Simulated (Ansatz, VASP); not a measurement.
# HfPbSO2 in two plane-wave programs, part 2 of 3

Aim: how closely do two programs agree when they are given the same cell, functional and k mesh? The cell is generated by rule, not measured, and may not be a known phase. The cell is taken from a series of runs on this material, whose earlier steps may have relaxed, scaled, displaced or heated it; both programs get it as it stands.

VASP 6.6.1 and Ansatz 0.2.0.

So far: The starting structure; VASP: relaxation of cell and atoms, PBEsol, pair 1.

**3. Ansatz: relaxation of cell and atoms, PBEsol, pair 1**

Level of this step: Ansatz beside VASP: Kohn-Sham DFT, plane waves, PBEsol (Ansatz).

Ansatz runs on its default PAW (the set named soft_2) files.

The same cell, functional, mesh and smearing now go to Ansatz, which takes its cutoff from its data sets.

Contents of input.yaml:

```yaml
crystal:
  lattice:
    - [5.1097085478, 0.0, 0.0]
    - [0.0, 4.0970167225, 0.0]
    - [0.0, 0.0, 4.0970167225]
  atoms:
    - { symbol: Hf, position: [0.5, 0.5, 0.5] }
    - { symbol: Pb, position: [0.0, 0.0, 0.0] }
    - { symbol: S, position: [0.0, 0.5, 0.5] }
    - { symbol: O, position: [0.5, 0.0, 0.5] }
    - { symbol: O, position: [0.5, 0.5, 0.0] }
kpoints:
  mp_grid: { grid: [6, 6, 6] }
hamiltonian:
  xc: pbesol
scf:
  occupations: { method: gaussian, width: 0.02 }
output:
  forces: true
  stress: true
  eigenvalues: true
  write_density: true
  write_potential: true
  elf: true
  volumetric_format: npy
relax:
  adjacent_minimum: "off"
  f_tol: 0.005
  max_steps: 80
  cell: { stress_tol: 0.05 }
```

Run with:

```
$ ansatz run input.yaml --threads 8 --pin off --max-ram 14336MiB --backend cpu --events-out ev --progress --plain --runs-dir out
```

Numbers of over 12 decimals in the logs are rounded to 6 here.

What it wrote:

```text
Engine: ansatz 0.2.0, x86_64-unknown-linux-gnu
Pseudopotentials: kind: paw
Pseudopotential: Hf, paw, valence charge 26, recommended cutoff 420 eV (normal), Hf.paw.azcp
Pseudopotential: Pb, paw, valence charge 14, recommended cutoff 420 eV (normal), Pb.paw.azcp
Pseudopotential: S, paw, valence charge 6, recommended cutoff 420 eV (normal), S.paw.azcp
Pseudopotential: O, paw, valence charge 6, recommended cutoff 420 eV (normal), O.paw.azcp
Functional definition: PBEsol
  exchange = pbesol_x
  correlation = pbesol_c
Crystal: 5 atoms, lattice volume = 85.769 Å³
Basis set: ecut = 420 eV, 1673 PW (Γ), exchange–correlation on 72×60×60 points (8 copies of the dense FFT grid, shifted against one another)
Bands: 35, of which v1, the nominal top of the filled ones, is band 29 counted from 1 (28 counted from 0)
Symmetry: 16 space group operations
Space group: P4/mmm (ITA 123), of the structure as read, at distance tolerance 4.4e-5 Å
k-points: 40 of 216
Non-local potential: Hf, projectors of the file, l = 0: 3, l = 1: 2, l = 2: 2, l = 3: 3
Non-local potential: Pb, projectors of the file, l = 0: 2, l = 1: 2, l = 2: 2, l = 3: 2
Non-local potential: S, projectors of the file, l = 0: 2, l = 1: 2, l = 2: 2
Non-local potential: O, projectors of the file, l = 0: 2, l = 1: 2, l = 2: 1
PAW form: soft (Blöchl's): semilocal exchange-correlation on the pseudo side does not see the compensation charge
PAW frozen core: Hf, regenerated for the run's functional, and the local potential with it (the file was generated under x = pbe(κ = 0.804, μ = 0.219515), c = pbe(β = 0.066725))
PAW frozen core: Pb, regenerated for the run's functional, and the local potential with it (the file was generated under x = pbe(κ = 0.804, μ = 0.219515), c = pbe(β = 0.066725))
PAW frozen core: S, regenerated for the run's functional, and the local potential with it (the file was generated under x = pbe(κ = 0.804, μ = 0.219515), c = pbe(β = 0.066725))
PAW frozen core: O, regenerated for the run's functional, and the local potential with it (the file was generated under x = pbe(κ = 0.804, μ = 0.219515), c = pbe(β = 0.066725))
PAW one-centre angular grid: Hf, 590 points (default); XC on 64 Gauss nodes
PAW one-centre angular grid: Pb, 590 points (default); XC on 64 Gauss nodes
PAW one-centre angular grid: S, 110 points (default); XC on 64 Gauss nodes
PAW one-centre angular grid: O, 110 points (default); XC on 64 Gauss nodes
Initial density: superposition of atomic densities (neutral atoms: chi_scale 0, normalization atom), corrected by the library's trained network
Initial wavefunctions: pseudopotential atomic-orbital guess
Functional: x = pbesol(κ = 0.804, μ = 0.123457), c = pbesol(β = 0.046)
SCF iter   1: F=—  HF=-29364.463195 eV  |F-HF|=—  |Δ(HF+E_count)|=         —  Δρ=1.18e-2  dr2=1.18e-1  ethr=1.77e-3  ⟨swp⟩=6.8  Hψ=5715  notcnv=0
preconditioner: auto → Resta (q_TF=auto, 2.556 Å⁻¹)  ε∞=4.6  [insulator: Δε(μ)=1.241 eV  Ē_g=15.713 eV  σ=0.020 eV  W_gap=1.00  n_scr=28 (ndim 8)  ℏωp=30.0 eV  f_vac=0.013  D(μ)=0.00/eV (n_scr^D=0)  ε∞_Penn≈4.6]
SCF iter   2: F=—  HF=-29364.435881 eV  |F-HF|=—  |Δ(HF+E_count)|=   2.73e-2  Δρ=3.48e-3  dr2=1.73e-2  ethr=2.04e-4  ⟨swp⟩=2.1  Hψ=2572  notcnv=0  defer=64
SCF iter   3: F=—  HF=-29364.432166 eV  |F-HF|=—  |Δ(HF+E_count)|=   3.71e-3  Δρ=1.64e-3  dr2=4.23e-3  ethr=2.99e-5  ⟨swp⟩=2.0  Hψ=1849  notcnv=0  defer=65
SCF iter   4: F=—  HF=-29364.431060 eV  |F-HF|=—  |Δ(HF+E_count)|=   1.11e-3  Δρ=7.63e-4  dr2=1.14e-3  ethr=7.29e-6  ⟨swp⟩=2.5  Hψ=2249  notcnv=0  defer=65
SCF iter   5: F=—  HF=-29364.430662 eV  |F-HF|=—  |Δ(HF+E_count)|=   3.98e-4  Δρ=2.33e-4  dr2=1.42e-4  ethr=1.97e-6  ⟨swp⟩=2.0  Hψ=1979  notcnv=0  defer=65
SCF iter   6: F=—  HF=-29364.430591 eV  |F-HF|=—  |Δ(HF+E_count)|=   7.05e-5  Δρ=9.11e-5  dr2=1.26e-5  ethr=2.45e-7  ⟨swp⟩=2.0  Hψ=2435  notcnv=0  defer=65
SCF iter   7: F=—  HF=-29364.430616 eV  |F-HF|=—  |Δ(HF+E_count)|=   2.52e-5  Δρ=2.26e-5  dr2=7.86e-7  ethr=2.16e-8  ⟨swp⟩=2.0  Hψ=2251  notcnv=0  defer=65
SCF iter   8: F=-29364.430617 eV  HF=-29364.430617 eV  |F-HF|=2.52e-8  |Δ(HF+E_count)|=   3.06e-7  Δρ=5.26e-6  dr2=2.86e-8  ethr=1.72e-10  ⟨swp⟩=11.5  Hψ=10450  notcnv=0
SCF 1 converged in 8 iterations: F = -29364.430617 eV  dr2 = 2.86e-8
  greatest PAW one-centre occupation: 0.999 electrons in one spin orbital (limit 2), on the Hf atom at site 0 (counted from 0), in its partial waves of l = 3
relax step   1: F+E_penalty+E_count = -29364.43061659 eV  Δ(F+E_penalty+E_count) = +0.000e0 eV  max|allowed force component| = 9.940e-30 eV/Å  Δτ_max = 0.0000 Å  P = +0.000 GPa  Ω = 85.769 Å³  (8 SCF iters, dr2 threshold 1.00e-7 eV, accepted)
[...]
relax step   2: F+E_penalty+E_count = -29364.43058420 eV  Δ(F+E_penalty+E_count) = +3.239e-5 eV  max|allowed force component| = 1.156e-29 eV/Å  Δτ_max = 0.0000 Å  P = -0.009 GPa  Ω = 85.794 Å³  energy of the carried Pulay correction = -4.522e-5 eV  (4 SCF iters, dr2 threshold 1.69e-8 eV, accepted)
[...]
relax step   3: F+E_penalty+E_count = -29364.43064330 eV  Δ(F+E_penalty+E_count) = -5.910e-5 eV  max|allowed force component| = 5.206e-29 eV/Å  Δτ_max = 0.0000 Å  P = -0.008 GPa  Ω = 85.794 Å³  stress off target by 1.14e-2 GPa  SCF on the basis re-selected at this cell (its energy is not comparable with the rows above)  (6 SCF iters)
basis re-selected at this cell: Δ(F+E_penalty+E_count) = -5.910e-5 eV, ΔP = +0.001 GPa vs the last step (what re-selecting the basis moved, of the pressure what is left beyond the Pulay correction that the steps carried, after the strain that the cell walked since its last selection, with what the two solves' SCF thresholds leave and, on support functions, any second-order correction that the steps lacked; it is no m [...]
SCF converged after 6 iterations
Free energy (F): -29364.430643 eV
Harris-Foulkes:  -29364.430643 eV  (|F-HF|=7.28e-12)
Internal energy: -29364.430643 eV  (E = F + TS)
E sigma→0 (E₀):  -29364.430643 eV
Fermi energy:    11.329956 eV
--- Per-component energies (eV) ---
  E_band       = -150.215276
  E_kinetic    = 1162.918982
  E_local      = -8731.549587  (includes V_loc(G=0)·N_el)
  E_nonlocal   = -759.577308
  E_hartree    = 3918.378787
  E_xc         = -758.870476
  E_vxc        = -673.194758  (∫ρ·V_xc dr)
  E_paw        = -17948.386483  (= ΣΔE_a)
  E_vpaw       = 1014.424910  (= ΣTr[D̂ρ^β])
  E_aug_tail   = 0.004917  (compensation charges beyond the density's cutoff)
  E_ewald      = -6248.795208
  E_core_change = 1.445733  (= ΣΔE_core)
  E_smearing   = -0.000000  (= −TS)
  E_closure    = -0.000000  (closes the sum)
  Σ components = -29364.430643   (vs F -29364.430643, Δ=0.00e0)
--- Forces (eV/Å), atoms counted from 1 ---
  atom   1  Hf    -0.00000000     0.00000000     0.00000000
  atom   2  Pb     0.00000000     0.00000000     0.00000000
  atom   3  S      0.00000000     0.00000000     0.00000000
  atom   4  O      0.00000000     0.00000000     0.00000000
  atom   5  O      0.00000000    -0.00000000     0.00000000
  max |Σ_I F_I| component: 5.52e-29 eV/Å
--- Stress (GPa, compression-positive) ---
       -0.011423       0.000000       0.000000
        0.000000      -0.005988       0.000000
        0.000000       0.000000      -0.005988
  P = ⅓ Tr σ = -0.0078 GPa (-0.078 kbar)
--- Band table (eV; the first three rows and the last of 40) ---
  k-point 0: bands = [... 25 lower, 9.1743, 9.8775, 9.9122, 9.9122, 13.0176, 13.0176, 14.2469, 14.3101, ... 2 higher]
  k-point 1: bands = [... 25 lower, 9.0337, 9.4487, 9.7015, 9.7390, 13.0460, 13.5239, 14.2425, 14.7845, ... 2 higher]
  k-point 2: bands = [... 25 lower, 9.1156, 9.6061, 9.6607, 9.7048, 13.1045, 13.1884, 13.6355, 14.1267, ... 2 higher]
  k-point 39: bands = [... 25 lower, 6.6751, 9.2286, 9.2286, 10.5204, 14.3170, 16.2777, 16.2777, 16.7131, ... 2 higher]
--- Relaxed structure (2 steps of the walk, 2 accepted, 1 SCFs on fresh bases) ---
  F+E_penalty+E_count = -29364.43064330 eV   max|allowed force component| = 5.206e-29 eV/Å   (the final SCF, on the basis selected at the relaxed cell)
  cell:  # Å, volume = 85.7937 Å³
    - [5.112430, 0, 0.0]
    - [0, 4.096510, 0.0]
    - [0.0, 0.0, 4.096510]
  atoms:
    - { symbol: Hf, position: [0.5, 0.500000, 0.500000] }
    - { symbol: Pb, position: [0, 0, 0.0] }
    - { symbol: S, position: [0, 0.500000, 0.500000] }
    - { symbol: O, position: [0.5, 0, 0.500000] }
    - { symbol: O, position: [0.5, 0.500000, 0.0] }
```

Reading the cycles: dr2 is the Hartree energy of the density residual (eV), the measure of convergence; HF is the Harris–Foulkes estimate of the energy, which meets the free energy F at convergence.

**4. Differences**

Known differences besides the potentials themselves: the data sets hold 58 valence electrons in Ansatz (on its default PAW (the set named soft_2) files) and 42 in VASP; the cutoff is 420 eV in Ansatz and 600 eV in VASP; Ansatz makes its cores anew for this functional, VASP keeps those of its PBE data sets; Ansatz adds a Pulay correction to the stress that steers its cell, VASP none. Total energies have different zeros and are not compared.

Compared:

```
                                         quantity  Ansatz   VASP  difference
                                      volume (Å³)   85.79  85.19     +0.71 %
edge a after relaxation, in the typed setting (Å)   5.112  5.101     +0.22 %
edge b after relaxation, in the typed setting (Å)   4.096  4.086     +0.25 %
```

**5. VASP: relaxation of cell and atoms, PBEsol, pair 2**

The relaxed volume is the usual yardstick between codes: in a stiff, nearly cubic crystal its relative difference is about their pressure difference at one cell divided by the bulk modulus.

Contents of INCAR:

```
SYSTEM = HfPbSO2
PREC = Accurate
ENCUT = 600
EDIFF = 1E-07
NELM = 120
ISMEAR = 0
SIGMA = 0.01
LREAL = .FALSE.
ALGO = Normal
GGA = PS
NBANDS = 27
LASPH = .TRUE.
LORBIT = 11
LWAVE = .FALSE.
LCHARG = .FALSE.
ISIF = 3
IBRION = 2
NSW = 80
EDIFFG = -0.005
GGA_COMPAT = .FALSE.
NELMIN = 4
EFERMI = MIDGAP
KPAR = 2
```

Contents of POSCAR:

```
HfPbSO2
1.0
    4.0394590000      0.0000000000      0.0000000000
    0.0000000000      4.0394590000      0.0000000000
    0.0000000000      0.0000000000      5.2006920000
Hf Pb S O
1 1 1 2
Direct
    0.4999998762      0.4999998762      0.5000000000
    0.0000000000      0.0000000000      0.0000000000
    0.4999998762      0.4999998762      0.0000000000
    0.4999998762      0.0000000000      0.5649634702
    0.0000000000      0.4999998762      0.4350363375
```

Contents of KPOINTS:

```
Automatic mesh
0
Gamma
6 6 6
0 0 0
```

Potentials, in the order of the species: Hf_pv, Pb_d, S and O (PBE family, release 64).

Run with:

```
$ mpirun -np 2 vasp_std
```

What it wrote:

```text
[banner, memory and clock lines left out]
running    2 mpi-ranks, on    1 nodes
[...]
[... a notice as in an earlier step ...]

 LDA part: xc-table for (Slater+PW92), standard interpolation
 POSCAR, INCAR and KPOINTS ok, starting setup
[...]
entering main loop
       N       E                     dE             d eps       ncg     rms          rms(c)
DAV:   1     0.428475563465E+03    0.42848E+03   -0.23155E+04  2160   0.182E+03
DAV:   2     0.800655428372E+01   -0.42047E+03   -0.40464E+03  2359   0.468E+02
DAV:   3    -0.433807599770E+02   -0.51387E+02   -0.49580E+02  2716   0.153E+02
DAV:   4    -0.455571511336E+02   -0.21764E+01   -0.21682E+01  2744   0.316E+01
[...]
DAV:  15    -0.395609196452E+02   -0.12730E-06   -0.15185E-06  2440   0.772E-03    0.132E-02
DAV:  16    -0.395609197882E+02   -0.14305E-06   -0.38786E-07  2025   0.461E-03    0.922E-03
DAV:  17    -0.395609197226E+02    0.65670E-07   -0.47336E-08  1356   0.178E-03
   1 F= -.39560920E+02 E0= -.39560920E+02  d E =-.395609E+02
[... from here on, the cycles between the ionic steps are left out ...]
   2 F= -.39560028E+02 E0= -.39560028E+02  d E =0.891947E-03
   3 F= -.39562626E+02 E0= -.39562626E+02  d E =-.170662E-02
   4 F= -.39562625E+02 E0= -.39562625E+02  d E =-.170564E-02
   5 F= -.39562720E+02 E0= -.39562720E+02  d E =-.950867E-04
   6 F= -.39562737E+02 E0= -.39562737E+02  d E =-.111466E-03
   7 F= -.39562770E+02 E0= -.39562770E+02  d E =-.144476E-03
   8 F= -.39562844E+02 E0= -.39562844E+02  d E =-.744233E-04
   9 F= -.39562892E+02 E0= -.39562892E+02  d E =-.122644E-03
  10 F= -.39562935E+02 E0= -.39562935E+02  d E =-.429474E-04
  11 F= -.39562952E+02 E0= -.39562952E+02  d E =-.596622E-04
[...]
reached required accuracy - stopping structural energy minimisation
```

OUTCAR, selected parts (step 5):

```text
  Total       -0.0044912     -0.0044912     -0.0004814      0.0000000     -0.0000000      0.0000000
  in kB       -0.0853414     -0.0853414     -0.0091472      0.0000000     -0.0000000      0.0000000
  external PRESSURE =      -0.0599433 kB  Pullay stress =       0.0000000 kB

 POSITION                                       TOTAL-FORCE (eV/Angst)
 -----------------------------------------------------------------------------------
      2.01671      2.01671      2.59144         0.000000     -0.000000      0.000000
      0.00000      0.00000      0.00000         0.000000     -0.000000      0.000000
      2.01671      2.01671      0.00000         0.000000     -0.000000      0.000000
      2.01671      4.03341      2.91808         0.000000      0.000000     -0.003918
      0.00000      2.01671      2.26481         0.000000     -0.000000      0.003918
 -----------------------------------------------------------------------------------
    total drift:                                0.000999      0.000999      0.001313

  FREE ENERGIE OF THE ION-ELECTRON SYSTEM (eV)
  ---------------------------------------------------
  free  energy   TOTEN  =       -39.5629521457 eV

  energy  without entropy=      -39.5629521457  energy(sigma->0) =      -39.56295215

[... 2 parts as in an earlier step ...]

[... 2 further parts left out ...]
[key lines of the parts left out:]
E-fermi :   5.7122
```

**6. Ansatz: relaxation of cell and atoms, PBEsol, pair 2**

The same cell, functional and mesh now go to Ansatz, which takes its cutoff from its data sets.

The cell is taken from a series of runs on this material, whose earlier steps may have relaxed, scaled, displaced or heated it; both programs get it as it stands.

Contents of input.yaml:

```yaml
crystal:
  lattice:
    - [4.0394586419, 0.0, 0.0]
    - [0.0, 4.0394586419, 0.0]
    - [0.0, 0.0, 5.2006915346]
  atoms:
    - { symbol: Hf, position: [0.5, 0.5, 0.5] }
    - { symbol: Pb, position: [0.0, 0.0, 0.0] }
    - { symbol: S, position: [0.5, 0.5, 0.0] }
    - { symbol: O, position: [0.5, 0.0, 0.5649636061] }
    - { symbol: O, position: [0.0, 0.5, 0.4350363939] }
kpoints:
  mp_grid: { grid: [6, 6, 6] }
hamiltonian:
  xc: pbesol
scf:
  occupations: { method: fixed }
output:
  forces: true
  stress: true
  eigenvalues: true
relax:
  adjacent_minimum: "off"
  f_tol: 0.001
  max_steps: 60
  cell: { stress_tol: 0.01 }
```

Run with:

```
$ ansatz run input.yaml --threads 8 --pin off --max-ram 14336MiB --backend cpu --events-out ev --progress --plain --runs-dir out
```

What it wrote:

```text
[...]
Crystal: 5 atoms, lattice volume = 84.861 Å³
Basis set: ecut = 420 eV, 1641 PW (Γ), exchange–correlation on 60×60×72 points (8 copies of the dense FFT grid, shifted against one another)
Bands: 35, of which v1, the nominal top of the filled ones, is band 29 counted from 1 (28 counted from 0)
Symmetry: 8 space group operations
[...]
k-points: 40 of 216 (time reversal used)
[...]
--- Relaxed structure (3 steps of the walk, 3 accepted, 1 SCFs on fresh bases) ---
[...]
cell:  # Å, volume = 84.8744 Å³
    - [4.039804, 0.0, 0.0]
    - [0.0, 4.039804, 0.0]
    - [0.0, 0.0, 5.200633]
  atoms:
    - { symbol: Hf, position: [0.5, 0.5, 0.500000] }
    - { symbol: Pb, position: [0, 0.0, 0.0] }
    - { symbol: S, position: [0.5, 0.5, 0.0] }
    - { symbol: O, position: [0.5, 0.0, 0.564986] }
    - { symbol: O, position: [0, 0.5, 0.435014] }
[key lines of the parts left out:]
SCF converged after 6 iterations
Free energy (F): -29364.515404 eV
Fermi energy:    11.108555 eV
P = ⅓ Tr σ = 0.0006 GPa (0.006 kbar)
```

**7. Comparison**

What differs besides the data sets and the points named for the pairs above, as far as they apply: fixed occupations in Ansatz, narrow Gaussian smearing in VASP; the data sets hold 58 valence electrons in Ansatz (on its default PAW (the set named soft_2) files) and 42 in VASP. Total energies have different zeros and are not compared.

Both answers:

| quantity | Ansatz | VASP | difference |
| --- | --- | --- | --- |
| volume (Å³) | 84.87 | 84.32 | +0.66 % |
| edge a after relaxation, in the typed setting (Å) | 4.040 | 4.033 | +0.16 % |
| edge c after relaxation, in the typed setting (Å) | 5.201 | 5.183 | +0.34 % |

[end of part 2 of 3]

[Lines on the potential files, build, host, timing and source positions are cut from VASP's logs without a mark.]

[Logs are printed without paths, hosts, clocks, repeated set-up lines and the standing remarks that a program may print on its own settings, such as how far it seeks lower states.]

[Hosts, paths, dates, database ids (printed as entryN), source tags and the programs' standing remarks are cut or masked in the printed files.]
